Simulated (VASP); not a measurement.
Calculation: LDA (Ceperley-Alder, Perdew-Zunger), VASP's LDA PAW potentials (set 64) (plane waves; VASP).

A VASP calculation is set up with these files.

File KPOINTS:
```
Automatic
0
Gamma
 8 8 8
```

INCAR:
```
# general
SYSTEM =LaCoSi3
PREC   =Accurate
ENCUT  =300
LREAL  =.FALSE.
LASPH  =.TRUE.

# electronic loop
EDIFF  =1E-6
NELM   =100
ALGO   =Normal
LMAXMIX=6

# smearing
ISMEAR =-1
SIGMA  =0.1

# ions
ISIF   =2

# output
LWAVE  =.FALSE.
LCHARG =.FALSE.
```

### POSCAR
```
LaCoSi3
4.7596280
 -0.4319663217   0.4319663217   1.0000000000
  0.4319663217  -0.4319663217   1.0000000000
  0.4319663217   0.4319663217  -1.0000000000
La Co Si
1 1 3
direct
  0.0049600000   0.0049600000   0.0000000000
  0.6619300000   0.6619300000   0.0000000000
  0.4253000000   0.4253000000   0.0000000000
  0.2614100000   0.7614100000   0.5000000000
  0.7614100000   0.2614100000   0.5000000000
```

POTCAR, in this order: La Co Si (LDA.64 set). Program: vasp_std.

Output of the run:

OSZICAR:
```
       N       E                     dE             d eps       ncg     rms          rms(c)
DAV:   1     0.186822147400E+03    0.18682E+03   -0.84515E+03  2360   0.133E+03
DAV:   2     0.326511471656E+01   -0.18356E+03   -0.17642E+03  2896   0.291E+02
DAV:   3    -0.355781280689E+02   -0.38843E+02   -0.37058E+02  3588   0.118E+02
DAV:   4    -0.377905737065E+02   -0.22124E+01   -0.21126E+01  4256   0.331E+01
DAV:   5    -0.379782404212E+02   -0.18767E+00   -0.17172E+00  3784   0.820E+00    0.185E+01
DAV:   6    -0.517475402001E+02   -0.13769E+02   -0.19904E+02  3400   0.180E+02    0.493E+01
DAV:   7    -0.370836773769E+02    0.14664E+02   -0.57673E+01  3008   0.122E+02    0.130E+01
DAV:   8    -0.355212090167E+02    0.15625E+01   -0.16947E+01  4464   0.472E+01    0.429E+00
DAV:   9    -0.355365533906E+02   -0.15344E-01   -0.15526E+00  3728   0.784E+00    0.164E+00
DAV:  10    -0.355347645742E+02    0.17888E-02   -0.14486E-01  4184   0.517E+00    0.130E+00
DAV:  11    -0.355322767688E+02    0.24878E-02   -0.15669E-02  3824   0.154E+00    0.578E-01
DAV:  12    -0.355320876212E+02    0.18915E-03   -0.23685E-03  3744   0.551E-01    0.376E-01
DAV:  13    -0.355317057094E+02    0.38191E-03   -0.11368E-03  4400   0.393E-01    0.214E-01
DAV:  14    -0.355316987546E+02    0.69548E-05   -0.86983E-05  3116   0.612E-02    0.177E-01
DAV:  15    -0.355316312932E+02    0.67461E-04   -0.16986E-04  4264   0.161E-01    0.562E-02
DAV:  16    -0.355316273804E+02    0.39128E-05   -0.40201E-05  4592   0.620E-02    0.164E-02
DAV:  17    -0.355316273160E+02    0.64365E-07   -0.14618E-06  2028   0.116E-02
   1 F= -.35531627E+02 E0= -.35499620E+02  d E =-.640154E-01
```

### OUTCAR
```
------------------------ aborting loop because EDIFF is reached ----------------------------------------
  FORCE on cell =-STRESS in cart. coord.  units (eV):
  Direction    XX          YY          ZZ          XY          YZ          ZX
  --------------------------------------------------------------------------------------
  Total       -0.2098429     -0.2098429     -0.4221319      0.0000000      0.0000000      0.0000000
  in kB       -4.1775924     -4.1775924     -8.4038817      0.0000000      0.0000000      0.0000000
  external PRESSURE =      -5.5863555 kB  Pullay stress =       0.0000000 kB
  volume of cell :       80.48
      direct lattice vectors                 reciprocal lattice vectors
    -2.055999000  2.055999000  4.759628000     0.000000000  0.243190780  0.105050227
     2.055999000 -2.055999000  4.759628000     0.243190780  0.000000000  0.105050227
     2.055999000  2.055999000 -4.759628000     0.243190780  0.243190780  0.000000000
 POSITION                                       TOTAL-FORCE (eV/Angst)
 -----------------------------------------------------------------------------------
      0.00000      0.00000      0.04722        -0.000000     -0.000000      0.055595
      0.00000      0.00000      6.30108        -0.000000     -0.000000     -0.025005
      0.00000      0.00000      4.04854         0.000000      0.000000      0.145919
      2.05600      0.00000      2.48843         0.000000      0.000000     -0.088255
      0.00000      2.05600      2.48843        -0.000000     -0.000000     -0.088255
 -----------------------------------------------------------------------------------
    total drift:                                0.000004      0.000004      0.001120
  FREE ENERGIE OF THE ION-ELECTRON SYSTEM (eV)
  ---------------------------------------------------
  free  energy   TOTEN  =       -35.5316273160 eV

  energy  without entropy=      -35.4676119461  energy(sigma->0) =      -35.49961963
```
(Selected blocks of OUTCAR.)

At this cut-off the stress carries a Pulay error, which pulls relaxed volumes low.

The structure comes from a computed database's LaCoSi3 entry (I4mm); how it stands against other phases isn't given here. The cell was not relaxed at this level. The run is one of a series of settings (GGA removed, POTCAR La Co Si (LDA.64 set) against the base run), some of them coarse on purpose. The run is not spin-polarised, so no magnetic state was tried.
